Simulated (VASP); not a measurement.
These are PBE GGA with D3 dispersion (zero damping), VASP's PBE PAW potentials (set 64) (plane waves; VASP) values and carry that method's errors.

VASP ran on this input.

**INCAR**
```
ALGO  =  Normal
EDIFF  =  1E-7
ENCUT  =  520
GGA  =  PE
ISIF  =  2
ISMEAR  =  0
IVDW  =  11
LASPH  =  .TRUE.
LCHARG  =  .FALSE.
LREAL  =  .FALSE.
LWAVE  =  .FALSE.
NELM  =  100
PREC  =  Accurate
SIGMA  =  0.05
SYSTEM  =  BP
```

File POSCAR:
```
BP
1
    0.0000000000     2.2841609212     2.2841609212
    2.2841609212     0.0000000000     2.2841609212
    2.2841609212     2.2841609212     0.0000000000
B P
1 1
Direct
  0.0000000000   0.0000000000   0.0000000000
  0.2500000000   0.2500000000   0.2500000000
```

**KPOINTS**
```
K-points
0
G
  10 10 10
0 0 0
```

POTCAR, in this order: B P (PBE.64 set). Program: vasp_std.

Output

File OSZICAR:
```
       N       E                     dE             d eps       ncg     rms          rms(c)
DAV:   1     0.840785031150E+01    0.84079E+01   -0.41077E+03   752   0.898E+02
DAV:   2    -0.133303319676E+02   -0.21738E+02   -0.20977E+02  1176   0.107E+02
DAV:   3    -0.135937725577E+02   -0.26344E+00   -0.26344E+00   904   0.151E+01
DAV:   4    -0.135943155237E+02   -0.54297E-03   -0.54297E-03  1184   0.710E-01
DAV:   5    -0.135943159739E+02   -0.45022E-06   -0.45022E-06   904   0.151E-02    0.700E+00
DAV:   6    -0.130206223537E+02    0.57369E+00   -0.15695E+00   784   0.679E+00    0.383E+00
DAV:   7    -0.129359610321E+02    0.84661E-01   -0.23945E-01  1144   0.298E+00    0.127E+00
DAV:   8    -0.129280627467E+02    0.78983E-02   -0.27750E-02   840   0.114E+00    0.209E-01
DAV:   9    -0.129283729883E+02   -0.31024E-03   -0.51628E-04  1048   0.205E-01    0.115E-01
DAV:  10    -0.129285716690E+02   -0.19868E-03   -0.29280E-04   848   0.135E-01    0.262E-02
DAV:  11    -0.129285825954E+02   -0.10926E-04   -0.14073E-05  1072   0.325E-02    0.308E-02
DAV:  12    -0.129285833685E+02   -0.77314E-06   -0.32398E-06   800   0.117E-02    0.568E-03
DAV:  13    -0.129285833315E+02    0.37030E-07   -0.71818E-08   696   0.237E-03
   1 F= -.13269421E+02 E0= -.13269421E+02  d E =-.136131E-12
```

### OUTCAR
```
------------------------ aborting loop because EDIFF is reached ----------------------------------------
 Edisp (eV)   -0.34084
  FORCE on cell =-STRESS in cart. coord.  units (eV):
  Direction    XX          YY          ZZ          XY          YZ          ZX
  --------------------------------------------------------------------------------------
  Total      -0.68977    -0.68977    -0.68977    -0.00000     0.00000     0.00000
  in kB     -46.36622   -46.36622   -46.36622    -0.00000     0.00000     0.00000
  external pressure =      -46.37 kB  Pullay stress =        0.00 kB
  volume of cell :       23.83
      direct lattice vectors                 reciprocal lattice vectors
     0.000000000  2.284160921  2.284160921    -0.218898763  0.218898763  0.218898763
     2.284160921  0.000000000  2.284160921     0.218898763 -0.218898763  0.218898763
     2.284160921  2.284160921  0.000000000     0.218898763  0.218898763 -0.218898763
  FREE ENERGIE OF THE ION-ELECTRON SYSTEM (eV)
  ---------------------------------------------------
  free  energy   TOTEN  =       -13.2694211913 eV

  energy  without entropy=      -13.2694211913  energy(sigma->0) =      -13.26942119
```
(Selected blocks of OUTCAR.)

OUTCAR:
```
 val. band max:        7.1979607020   @ k =   0.0000   0.0000   0.0000

 cond. band min:       8.4643637945   @ k =   0.4000   0.4000   0.0000


 Fermi energy:         7.4229489639

 k-point     1 :       0.0000    0.0000    0.0000
  band No.  band energies     occupation
      1      -8.0851      2.00000
      2       7.1980      2.00000
      3       7.1980      2.00000
      4       7.1980      2.00000
      5      10.5700      0.00000
      6      10.5700      0.00000
      7      10.5700      0.00000
      8      14.2700      0.00000

 k-point     2 :       0.1000    0.0000    0.0000
  band No.  band energies     occupation
      1      -7.9079      2.00000
      2       5.9100      2.00000
      3       6.9085      2.00000
      4       6.9085      2.00000
      5      10.9710      0.00000
      6      10.9710      0.00000
      7      10.9864      0.00000
      8      14.8118      0.00000

 k-point     3 :       0.2000    0.0000    0.0000
  band No.  band energies     occupation
      1      -7.3834      2.00000
      2       3.5979      2.00000
      3       6.3578      2.00000
      4       6.3578      2.00000
      5      11.1483      0.00000
      6      11.6829      0.00000
      7      11.6829      0.00000
      8      16.0416      0.00000

 k-point     4 :       0.3000    0.0000    0.0000
  band No.  band energies     occupation
      1      -6.5422      2.00000
      2       1.2731      2.00000
      3       5.8751      2.00000
      4       5.8751      2.00000
      5      11.0338      0.00000
      6      12.0216      0.00000
      7      12.0216      0.00000
      8      17.0337      0.00000

 k-point     5 :       0.4000    0.0000    0.0000
  band No.  band energies     occupation
      1      -5.4995      2.00000
      2      -0.7106      2.00000
      3       5.5686      2.00000
      4       5.5686      2.00000
      5      10.9089      0.00000
      6      11.9679      0.00000
      7      11.9679      0.00000
...
```

The compound is BP in the zinc blende structure. This cell is one point of a volume scan, at 1.03 of the reference volume.
